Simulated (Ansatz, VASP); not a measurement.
## Y3W: VASP beside Ansatz

```
Y W
1.0
     4.69343    0.00000    0.00000
     0.00000    4.69343    0.00000
     0.00000    0.00000    4.69343
Y W
3 1
Cartesian
  0.0000 2.3467 2.3467
  2.3467 0.0000 2.3467
  2.3467 2.3467 0.0000
  0.0000 0.0000 0.0000
```

Alike in both runs: functional PBE; k mesh 10 × 10 × 10; occupations gaussian, width 0.1 eV; no spin polarisation.

Ansatz relaxed the structure, and its values are those at the end. VASP's run is a single point on that final structure, the one shown.

|  | VASP | Ansatz |
| --- | --- | --- |
| version | VASP 6.6.1 | Ansatz 0.2.0 |
| potentials or method | VASP PAW PBE potentials, release 64 (Y_sv, W_sv) | scalar-relativistic, plane waves, PAW |
| plane-wave cutoff (eV) | 520 | 420 |
| valence electrons in the cell | 47 | 47 |

```tsv
	VASP	Ansatz	Ansatz less VASP
gap on the k mesh at the Fermi level (eV)	none	none	-
pressure (GPa)	-0.2	0.0	+0.15
```

A gap of «none» marks a metal or a gap that the smearing closes. With one functional, cell and mesh, what is left measures potentials, basis and numerics.

Spin-orbit coupling is left out, which matters for the levels of W.
